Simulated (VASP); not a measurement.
Consider the following.

```
CELL_PARAMETERS angstrom
      5.26245     2.62275     2.62275
      2.62275     5.26245     2.62275
      2.62275     2.62275     5.26245
ATOMIC_POSITIONS crystal
  Mn 0.00000 0.00000 0.00000
  Mn 0.50000 0.50000 0.50000
  S  0.25000 0.25000 0.25000
  S  0.75000 0.75000 0.75000
```
Starting moments (μB, in the order of the record's atoms Mn Mn S S): 4.2 -4.2 0.0 0.0.

The numbers are results of vdW-DF2, VASP's PBE PAW potentials (set 64) (plane waves; VASP), not measurements. Numerical set-up: 520 eV cut-off, Gaussian smearing of 0.050 eV, potentials Mn_pv S.

Problem. Give the spin-up energies of bands 9 to 22 at the high-symmetry points, in eV from the valence-band maximum.

Solution. 
| band | Γ | T | H2 | L | S0 | F |
|---|---|---|---|---|---|---|
| 9 | -5.82 | -4.29 | -4.97 | -5.17 | -5.03 | -5.85 |
| 10 | -3.69 | -3.79 | -4.91 | -4.88 | -4.72 | -4.83 |
| 11 | -3.69 | -3.49 | -4.19 | -4.06 | -4.37 | -3.67 |
| 12 | -2.42 | -3.49 | -4.09 | -3.64 | -4.01 | -3.61 |
| 13 | -2.42 | -2.40 | -3.50 | -3.51 | -3.57 | -2.68 |
| 14 | -2.24 | -2.40 | -3.30 | -2.81 | -3.32 | -2.64 |
| 15 | -1.27 | -2.31 | -2.16 | -2.39 | -2.16 | -2.62 |
| 16 | -1.27 | -2.31 | -1.98 | -2.12 | -1.99 | -2.12 |
| 17 | -1.23 | -1.97 | -1.93 | -1.90 | -1.89 | -1.97 |
| 18 | -1.14 | 0.00 | -0.90 | -0.63 | -0.94 | -0.91 |
| 19 | -1.14 | 0.00 | -0.62 | -0.53 | -0.64 | -0.47 |
| 20 | 1.12 | 1.06 | 1.33 | 0.79 | 1.30 | 0.81 |
| 21 | 1.12 | 1.06 | 1.35 | 1.52 | 1.40 | 1.59 |
| 22 | 1.23 | 1.14 | 1.58 | 1.68 | 1.56 | 1.67 |

Problem. Give the spin-down energies of bands 9 to 22 at the high-symmetry points, in eV from the valence-band maximum.

Solution. 
```
band      Γ      T     H2      L     S0      F
----  -----  -----  -----  -----  -----  -----
9     -5.82  -4.29  -4.97  -5.17  -5.03  -5.85
10    -3.69  -3.79  -4.91  -4.88  -4.72  -4.83
11    -3.69  -3.49  -4.19  -4.06  -4.37  -3.67
12    -2.42  -3.49  -4.09  -3.64  -4.01  -3.61
13    -2.42  -2.40  -3.50  -3.51  -3.57  -2.68
14    -2.24  -2.40  -3.30  -2.81  -3.32  -2.64
15    -1.27  -2.31  -2.16  -2.39  -2.16  -2.62
16    -1.27  -2.31  -1.98  -2.12  -1.99  -2.12
17    -1.23  -1.97  -1.93  -1.90  -1.89  -1.97
18    -1.14   0.00  -0.90  -0.63  -0.94  -0.91
19    -1.14   0.00  -0.62  -0.53  -0.64  -0.47
20     1.12   1.06   1.33   0.79   1.30   0.81
21     1.12   1.06   1.35   1.52   1.40   1.59
22     1.23   1.14   1.58   1.68   1.56   1.67
```

The gap is indirect, 0.79 eV, from the valence maximum at T to the conduction minimum at L.

The compound is MnS in the rock salt, AFM-II order structure. It was relaxed first.
